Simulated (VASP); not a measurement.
Data:

```
SrTiO3
1.0
    3.98014     0.00000     0.00000
    0.00000     3.98014     0.00000
    0.00000     0.00000     3.98014
Sr Ti O
1 1 3
Direct
  0.00000   0.00000   0.00000
  0.50000   0.50000   0.50000
  0.50000   0.00000   0.50000
  0.00000   0.50000   0.50000
  0.50000   0.50000   0.00000
```

All values below come from PBE GGA, VASP's PBE PAW potentials (set 64) (plane waves; VASP 6.6.1). Numerical set-up: 520 eV cut-off, 7×7×7 Γ-centred mesh, Gaussian smearing of 0.050 eV, potentials Sr_sv Ti_sv O.

**Question.** The job: SrTiO₃ (cubic perovskite), 5 atoms, PBE, static run, 520 eV, 7×7×7 Γ-centred mesh. Roughly how much core time does it take on a busy server core?

**Answer.** About 30 core-seconds (one run on a shared machine, a rough figure). It had 20 irreducible k-points, 24 bands, up to 1743 plane waves and 18 electronic steps.

The compound is SrTiO3 in the cubic perovskite structure, the ideal cubic form; the compound distorts at low or room temperature. This cell is one point of a volume scan, at 1.03 of the reference volume.
